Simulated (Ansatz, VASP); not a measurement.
**Lu3Si: VASP beside Ansatz**

The input INCAR:

```
PREC     = Accurate       # precision mode
ENCUT    = 520            # plane-wave cutoff, eV
EDIFF    = 1E-7           # SCF threshold, eV
ISMEAR   = -1             # smearing method
SIGMA    = 0.05           # smearing width, eV
LREAL    = F              # projectors in reciprocal space
LASPH    = T              # aspherical terms in the spheres
NELM     = 100            # most SCF steps
ALGO     = Normal         # electronic algorithm
ISIF     = 2              # what is computed and relaxed
LWAVE    = F              # write WAVECAR
LCHARG   = F              # write CHGCAR
GGA      = PE             # functional
NBANDS   = 48             # bands
```

Contents of KPOINTS:

```
Automatic mesh
0
Gamma
  9 9 9
```

The input POSCAR:

```
Lu3Si
1.0
   -2.1649070533      2.1649070533      4.8907185295
    2.1649070533     -2.1649070533      4.8907185295
    2.1649070533      2.1649070533     -4.8907185295
Lu Si
3 1
Direct
    0.5000000000      0.5000000000      0.0000000000
    0.2500000000      0.7500000000      0.5000000000
    0.7500000000      0.2500000000      0.5000000000
    0.0000000000      0.0000000000      0.0000000000
```

File input.yaml:

```yaml
crystal:
  lattice:
    - [-2.1649070533, 2.1649070533, 4.8907185295]
    - [2.1649070533, -2.1649070533, 4.8907185295]
    - [2.1649070533, 2.1649070533, -4.8907185295]
  atoms:
    - { symbol: Lu, position: [0.5, 0.5, 0.0] }
    - { symbol: Lu, position: [0.25, 0.75, 0.5] }
    - { symbol: Lu, position: [0.75, 0.25, 0.5] }
    - { symbol: Si, position: [0.0, 0.0, 0.0] }
hamiltonian:
  xc: pbe
  pseudopotentials: { kind: paw }
kpoints:
  mp_grid: { grid: [9, 9, 9] }
scf:
  occupations: { method: fermi_dirac, width: 0.05 }
output:
  forces: true
  stress: true
  eigenvalues: true
  write_density: true
  write_potential: true
  elf: true
  volumetric_format: npy
```

Change from the starting cell: volume scaled by 0.96.

Alike in both runs: task single point; functional PBE; k mesh 9 × 9 × 9; occupations fermi-dirac, width 0.05 eV; no spin polarisation.

```csv
,VASP,Ansatz
version,VASP 6.6.1,Ansatz 0.2.0
potentials or method,"VASP PAW PBE potentials, release 64 (Lu, Si)",Ansatz PAW
plane-wave cutoff (eV),520,420
valence electrons in the cell,79,79
```

|  | VASP | Ansatz | Ansatz less VASP |
| --- | --- | --- | --- |
| gap on the k mesh at the Fermi level (eV) | none | none | - |
| pressure (GPa) | 2.1 | 1.9 | -0.23 |
| largest component of the traceless stress (GPa) | 0.11 | 0.08 | -0.028 |

A gap of «none» marks a metal or a gap that the smearing closes. The functional is the same, so the differences come from potentials, cutoffs and numerics.

Spin-orbit coupling is left out, which matters for the levels of Lu.
